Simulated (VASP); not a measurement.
Input:

```
CaSe
1.0
    0.00000     3.00636     3.00636
    3.00636     0.00000     3.00636
    3.00636     3.00636     0.00000
Ca Se
1 1
Direct
  0.00000   0.00000   0.00000
  0.50000   0.50000   0.50000
```

Computed with TPSS meta-GGA, VASP's PBE PAW potentials (set 64) (plane waves; VASP). Settings: 520 eV cut-off, 8×8×8 Γ-centred mesh, Gaussian smearing of 0.050 eV, potentials Ca_sv Se.

Problem. Estimate the energy per atom (σ→0), pressure, band gap (on the k-mesh) with the smallest direct gap where there is one.

Solution. 
- band gap (on the k-mesh) = 2.23 eV
- smallest direct gap (on the k-mesh) = 3.14 eV
- energy per atom (σ→0) = -12.280 eV/atom
- pressure = -1.35 GPa

The absolute energy has meaning only against runs of the same code, potentials and settings.

The compound is CaSe in the rock salt structure. This cell is one point of a volume scan, at 1.03 of the reference volume.
